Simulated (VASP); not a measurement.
Output of a VASP run:

OUTCAR:
```
 ion  position               nearest neighbor table
   1  0.000  0.000  0.000-   2 2.37   2 2.37   2 2.37   2 2.37   2 2.37   2 2.37   2 2.37   2 2.37
  LATTYP: Found a simple cubic cell.
 ALAT       =     2.7343748279
 Subroutine PRICEL returns following result:
  LATTYP: Found a body centered cubic cell.
 ALAT       =     2.7343748279
 Subroutine GETGRP returns: Found 48 space group operations
The static configuration has the point symmetry O_h .
The dynamic configuration has the point symmetry O_h .
 Subroutine INISYM returns: Found 48 space group operations
 Subroutine IBZKPT returns following result:
 Found     84 irreducible k-points:

 Following reciprocal coordinates:
            Coordinates               Weight
  0.000000  0.000000  0.000000      1.000000
  0.076923  0.000000  0.000000      6.000000
  0.153846  0.000000  0.000000      6.000000
  0.230769  0.000000  0.000000      6.000000
  0.307692  0.000000  0.000000      6.000000
  0.384615  0.000000  0.000000      6.000000
  0.461538  0.000000  0.000000      6.000000
  0.076923  0.076923  0.000000     12.000000
  0.153846  0.076923  0.000000     24.000000
  0.230769  0.076923  0.000000     24.000000
  0.307692  0.076923  0.000000     24.000000
  0.384615  0.076923  0.000000     24.000000
  0.461538  0.076923  0.000000     24.000000
  0.153846  0.153846  0.000000     12.000000
  0.230769  0.153846  0.000000     24.000000
  0.307692  0.153846  0.000000     24.000000
  0.384615  0.153846  0.000000     24.000000
  0.461538  0.153846  0.000000     24.000000
  0.230769  0.230769  0.000000     12.000000
  0.307692  0.230769  0.000000     24.000000
  0.384615  0.230769  0.000000     24.000000
  0.461538  0.230769  0.000000     24.000000
  0.307692  0.307692  0.000000     12.000000
  0.384615  0.307692  0.000000     24.000000
  0.461538  0.307692  0.000000     24.000000
  0.384615  0.384615  0.000000     12.000000
  0.461538  0.384615  0.000000     24.000000
  0.461538  0.461538  0.000000     12.000000
  0.076923  0.076923  0.076923      8.000000
  0.153846  0.076923  0.076923     24.000000
  0.230769  0.076923  0.076923     24.000000
  0.307692  0.076923  0.076923     24.000000
  0.384615  0.076923  0.076923     24.000000
  0.461538  0.076923  0.076923     24.000000
  0.153846  0.153846  0.076923     24.000000
  0.230769  0.153846  0.076923     48.000000
  0.307692  0.153846  0.076923     48.000000
  0.384615  0.153846  0.076923     48.000000
  0.461538  0.153846  0.076923     48.000000
  0.230769  0.230769  0.076923     24.000000
   k-points           NKPTS =     84   k-points in BZ     NKDIM =     84   number of bands    NBANDS=     16
   number of dos      NEDOS =    301   number of ions     NIONS =      2
   total plane-waves  NPLWV =   8000
   dimension x,y,z NGX =    20 NGY =   20 NGZ =   20
   dimension x,y,z NGXF=    40 NGYF=   40 NGZF=   40
   ions per type =               2
   PREC   = accura    normal or accurate (medium, high low for compatibility)
   ISTART =      0    job   : 0-new  1-cont  2-samecut
   ICHARG =      2    charge: 1-file 2-atom 10-const
   ISPIN  =      1    spin polarized calculation?
   LNONCOLLINEAR =      F non collinear calculations
   LSORBIT =      F    spin-orbit coupling
   INIWAV =      1    electr: 0-lowe 1-rand  2-diag
   ENCUT  =  500.0 eV  36.75 Ry    6.06 a.u.   4.99  4.99  4.99*2*pi/ulx,y,z
   NELM   =    100;   NELMIN=  2; NELMDL= -5     # of ELM steps
   EDIFF  = 0.1E-05   stopping-criterion for ELM
   LREAL  =      F    real-space projection
   NLSPLINE    = F    spline interpolate recip. space projectors
   LMAXMIX     =    4 max onsite mixed and CHGCAR
   VOSKOWN=      0    Vosko Wilk Nusair interpolation
   EDIFFG = -.2E-01   stopping-criterion for IOM
   NSW    =     40    number of steps for IOM
   NBLOCK =      1;   KBLOCK =     40    inner block; outer block
   IBRION =      2    ionic relax: 0-MD 1-quasi-New 2-CG
...
```

**OSZICAR**
```
       N       E                     dE             d eps       ncg     rms          rms(c)
DAV:   1     0.224546473493E+03    0.22455E+03   -0.13930E+04  2688   0.184E+03
DAV:   2    -0.160430805113E+02   -0.24059E+03   -0.23884E+03  2808   0.498E+02
DAV:   3    -0.241592988873E+02   -0.81162E+01   -0.79418E+01  3456   0.104E+02
DAV:   4    -0.242898462673E+02   -0.13055E+00   -0.13045E+00  3392   0.127E+01
DAV:   5    -0.242925462542E+02   -0.27000E-02   -0.27000E-02  3696   0.136E+00    0.177E+01
DAV:   6    -0.212650222851E+02    0.30275E+01   -0.15661E+01  2800   0.497E+01    0.192E+00
DAV:   7    -0.212087169078E+02    0.56305E-01   -0.18239E-01  2848   0.475E+00    0.107E+00
DAV:   8    -0.211796111916E+02    0.29106E-01   -0.26573E-02  3232   0.252E+00    0.167E-01
DAV:   9    -0.211793918296E+02    0.21936E-03   -0.24315E-03  3160   0.527E-01    0.722E-02
DAV:  10    -0.211794514757E+02   -0.59646E-04   -0.19034E-04  3832   0.141E-01    0.362E-02
DAV:  11    -0.211794307263E+02    0.20749E-04   -0.13390E-04  2816   0.150E-01    0.716E-03
DAV:  12    -0.211794308636E+02   -0.13723E-06   -0.13151E-06  2000   0.129E-02
   1 F= -.18627355E+02 E0= -.18627497E+02  d E =-.186274E+02
```

OUTCAR:
```
------------------------ aborting loop because EDIFF is reached ----------------------------------------
  FORCE on cell =-STRESS in cart. coord.  units (eV):
  Direction    XX          YY          ZZ          XY          YZ          ZX
  --------------------------------------------------------------------------------------
  Total        2.5315560      2.5315560      2.5315560     -0.0000000      0.0000000      0.0000000
  in kB      198.3919158    198.3919158    198.3919158     -0.0000000      0.0000000      0.0000000
  external PRESSURE =      -1.6080842 kB  Pullay stress =     200.0000000 kB
  volume of cell :       20.44
      direct lattice vectors                 reciprocal lattice vectors
     2.734374828  0.000000000  0.000000000     0.365714309  0.000000000  0.000000000
     0.000000000  2.734374828  0.000000000     0.000000000  0.365714309  0.000000000
     0.000000000  0.000000000  2.734374828     0.000000000  0.000000000  0.365714309
 POSITION                                       TOTAL-FORCE (eV/Angst)
 -----------------------------------------------------------------------------------
      0.00000      0.00000      0.00000         0.000000      0.000000      0.000000
      1.36719      1.36719      1.36719        -0.000000     -0.000000     -0.000000
 -----------------------------------------------------------------------------------
    total drift:                               -0.000000      0.000000      0.000000
  FREE ENERGIE OF THE ION-ELECTRON SYSTEM (eV)
  ---------------------------------------------------
  free  energy   TOTEN  =       -21.1794308636 eV

  energy  without entropy=      -21.1798549984  energy(sigma->0) =      -21.17957224
  enthalpy is  TOTEN    =       -18.6273551458 eV   P V=        2.5520757178

 reached required accuracy - stopping structural energy minimisation
```
(Selected blocks of OUTCAR.)

File POSCAR:
```
Cr
1
    2.7343748279    -0.0000000000    -0.0000000000
    0.0000000000     2.7343748279     0.0000000000
   -0.0000000000     0.0000000000     2.7343748279
Cr
2
Direct
  0.0000000000   0.0000000000   0.0000000000
  0.5000000000   0.5000000000   0.5000000000
```

Problem. Write an INCAR and KPOINTS that could have produced this output.

Solution. This is not unique; one that fits is the input of the run itself, LDA (Ceperley-Alder, Perdew-Zunger), plane waves, VASP's LDA PAW potentials (set 64).

File KPOINTS:
```
K-points
0
gamma
13 13 13
0 0 0
```

**INCAR**
```
SYSTEM  =  Cr
PREC  =  Accurate; ENCUT  =  500; LREAL  =  F
LASPH  =  T
EDIFF  =  1E-6; NELM  =  100; ALGO  =  Normal
LMAXMIX  =  4
ISMEAR  =  1; SIGMA  =  0.1
IBRION  =  2; NSW  =  40; ISIF  =  3
EDIFFG  =  -0.02; PSTRESS  =  200
LWAVE  =  F; LCHARG  =  F
```

POTCAR, in this order: Cr_pv (LDA.64 set). Program: vasp_std.

The compound is Cr in the bcc, AFM order structure. It was relaxed first under an external pressure of 20 GPa. The run is not spin-polarised, so no magnetic state was tried.
